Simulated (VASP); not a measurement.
Computed with PW91 GGA, VASP's PBE PAW potentials (set 64) (plane waves; VASP 6.6.1).

Input for VASP

INCAR:
```
# general
SYSTEM =CoSi2
PREC   =Accurate
ENCUT  =520   # plane-wave cut-off (eV)
LREAL  =.False.   # projection in real space or not
LASPH  =.True.   # aspherical one-centre terms

# electronic loop
EDIFF  =1E-7
NELM   =100   # most electronic steps
ALGO   =Normal   # blocked Davidson
LMAXMIX=4

# smearing
ISMEAR =-5   # tetrahedra, Bloechl

# functional
GGA    =91   # PW91

# ions
ISIF   =2

# output
LWAVE  =.False.
LCHARG =.True.
LORBIT =11
NEDOS  =601   # DOS grid

# other
LEFG   =.True.
```

File POSCAR:
```
CoSi2
1
    0.0000000000     2.6832315768     2.6832315768
    2.6832315768     0.0000000000     2.6832315768
    2.6832315768     2.6832315768     0.0000000000
Co Si
1 2
Direct
  0.0000000000   0.0000000000   0.0000000000
  0.2500000000   0.2500000000   0.2500000000
  0.7500000000   0.7500000000   0.7500000000
```

**KPOINTS**
```
Automatic mesh
0
Gamma
11 11 11
0 0 0
```

POTCAR, in this order: Co Si (PBE.64 set). Program: vasp_std.

The run wrote:

**OSZICAR**
```
       N       E                     dE             d eps       ncg     rms          rms(c)
DAV:   1     0.725853312123E+02    0.72585E+02   -0.70493E+03  1344   0.134E+03
DAV:   2    -0.158850831129E+02   -0.88470E+02   -0.82810E+02  1348   0.255E+02
DAV:   3    -0.204229783199E+02   -0.45379E+01   -0.43634E+01  1732   0.668E+01
DAV:   4    -0.205341721457E+02   -0.11119E+00   -0.11071E+00  1644   0.992E+00
DAV:   5    -0.205374824067E+02   -0.33103E-02   -0.33174E-02  1804   0.178E+00    0.140E+01
DAV:   6    -0.239678829954E+02   -0.34304E+01   -0.38116E+01  1712   0.133E+02    0.173E+01
DAV:   7    -0.192035462532E+02    0.47643E+01   -0.16274E+01  1776   0.105E+02    0.333E+00
DAV:   8    -0.192270953398E+02   -0.23549E-01   -0.10152E+00  1612   0.844E+00    0.185E+00
DAV:   9    -0.191940080991E+02    0.33087E-01   -0.10221E-01  1744   0.685E+00    0.427E-01
DAV:  10    -0.191938695604E+02    0.13854E-03   -0.55648E-03  1656   0.830E-01    0.602E-02
DAV:  11    -0.191938864322E+02   -0.16872E-04   -0.27740E-04  2000   0.275E-01    0.374E-02
DAV:  12    -0.191938966237E+02   -0.10191E-04   -0.30125E-05  1472   0.579E-02    0.210E-02
DAV:  13    -0.191938939680E+02    0.26557E-05   -0.26530E-06  2052   0.153E-02    0.427E-03
DAV:  14    -0.191938930792E+02    0.88877E-06   -0.31120E-07  1424   0.770E-03    0.258E-03
DAV:  15    -0.191938939892E+02   -0.90996E-06   -0.84655E-08   892   0.634E-03    0.874E-04
DAV:  16    -0.191938942778E+02   -0.28864E-06   -0.51593E-08   776   0.184E-03    0.199E-04
DAV:  17    -0.191938942797E+02   -0.18269E-08   -0.61707E-09   740   0.122E-03
   1 F= -.19193894E+02 E0= -.19193894E+02  d E =0.000000E+00
```

### OUTCAR
```
------------------------ aborting loop because EDIFF is reached ----------------------------------------
  FORCE on cell =-STRESS in cart. coord.  units (eV):
  Direction    XX          YY          ZZ          XY          YZ          ZX
  --------------------------------------------------------------------------------------
  Total       -0.0339784     -0.0339784     -0.0339784      0.0000000      0.0000000     -0.0000000
  in kB       -1.4089938     -1.4089938     -1.4089938      0.0000000      0.0000000     -0.0000000
  external PRESSURE =      -1.4089938 kB  Pullay stress =       0.0000000 kB
  volume of cell :       38.64
      direct lattice vectors                 reciprocal lattice vectors
     0.000000000  2.683231577  2.683231577    -0.186342470  0.186342470  0.186342470
     2.683231577  0.000000000  2.683231577     0.186342470 -0.186342470  0.186342470
     2.683231577  2.683231577  0.000000000     0.186342470  0.186342470 -0.186342470
 POSITION                                       TOTAL-FORCE (eV/Angst)
 -----------------------------------------------------------------------------------
      0.00000      0.00000      0.00000         0.000000      0.000000      0.000000
      1.34162      1.34162      1.34162        -0.000000     -0.000000     -0.000000
      4.02485      4.02485      4.02485         0.000000      0.000000      0.000000
 -----------------------------------------------------------------------------------
    total drift:                               -0.000000     -0.000000      0.000000
  FREE ENERGIE OF THE ION-ELECTRON SYSTEM (eV)
  ---------------------------------------------------
  free  energy   TOTEN  =       -19.1938942797 eV

  energy  without entropy=      -19.1938942797  energy(sigma->0) =      -19.19389428

 total charge

# of ion       s       p       d       tot
------------------------------------------
    1        0.536   0.711   7.599   8.845
    2        0.719   0.872   0.000   1.591
    3        0.719   0.872   0.000   1.591
--------------------------------------------------
tot          1.973   2.455   7.599  12.027

 Electric field gradients after diagonalization (V/A^2)
 (convention: |V_zz| > |V_xx| > |V_yy|)
----------------------------------------------------------------------
 ion       V_xx      V_yy      V_zz     asymmetry (V_yy - V_xx)/ V_zz
----------------------------------------------------------------------
   1       0.001     0.001    -0.003       0.000
   2       0.000     0.000    -0.000       0.000
   3       0.000     0.000    -0.000       0.000
```
(Selected blocks of OUTCAR.)

File OUTCAR:
```
 val. band max:        9.9598658687   @ k =  -0.2727   0.2727   0.0000

 cond. band min:       9.9936165845   @ k =   0.3636   0.1818   0.0000


 Fermi energy:         9.9565025378

 k-point     1 :       0.0000    0.0000    0.0000
  band No.  band energies     occupation
      1      -3.0727      2.00000
      2       5.9310      2.00000
      3       5.9310      2.00000
      4       5.9310      2.00000
      5       8.0927      2.00000
      6       8.0927      2.00000
      7      10.6515      0.00000
      8      13.3710      0.00000
      9      13.3710      0.00000
     10      13.3710      0.00000
     11      13.4619      0.00000
     12      13.4619      0.00000

 k-point     2 :       0.0909    0.0000    0.0000
  band No.  band energies     occupation
      1      -2.9479      2.00000
      2       5.6184      2.00000
      3       5.9756      2.00000
      4       5.9756      2.00000
      5       8.0561      2.00000
      6       8.0561      2.00000
      7      10.7479      0.00000
      8      11.9007      0.00000
      9      12.5991      0.00000
     10      12.5991      0.00000
     11      14.2368      0.00000
     12      14.2368      0.00000

 k-point     3 :       0.1818    0.0000    0.0000
  band No.  band energies     occupation
      1      -2.5764      2.00000
      2       4.8060      2.00000
      3       6.0960      2.00000
      4       6.0960      2.00000
      5       7.9813      2.00000
      6       7.9813      2.00000
      7       9.9578      1.02169
      8      11.7952      0.00000
      9      11.7983      0.00000
     10      11.7983      0.00000
     11      14.2151      0.00000
     12      14.2151      0.00000

 k-point     4 :       0.2727    0.0000    0.0000
  band No.  band energies     occupation
      1      -1.9671      2.00000
      2       3.6874      2.00000
      3       6.2491      2.00000
      4       6.2491      2.00000
      5       7.9578      2.00000
      6       7.9578      2.00000
...
```

For a metal the tetrahedron method with Blöchl corrections gives inexact stress and forces.

The compound is CoSi2 in the fluorite structure. It was relaxed first. The run is not spin-polarised, so no magnetic state was tried. The electron count is odd and the run is not spin-polarised, which forces a metal.
